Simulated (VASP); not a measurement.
Given:

```
La2O3
1.0
    1.96405    -3.40184     0.00000
    1.96405     3.40184     0.00000
    0.00000     0.00000     6.09339
La O
2 3
Direct
  0.33333   0.66667   0.24535
  0.66667   0.33333   0.75465
  0.00000   0.00000   0.00000
  0.33333   0.66667   0.64612
  0.66667   0.33333   0.35388
```

These are rev-vdW-DF2, VASP's PBE PAW potentials (set 64) (plane waves; VASP) values and carry that method's errors. Numerical set-up: 520 eV cut-off, Gaussian smearing of 0.050 eV, potentials La O.

What does the run give for the band gap (along the path) with the smallest direct gap where there is one?

The band gap (along the path) comes out as 3.81 eV. The smallest direct gap (along the path) comes out as 3.90 eV.

Total energies compare only between runs with the same potentials, cut-off and functional.

The compound is La2O3 in the a-type structure. It was relaxed first.
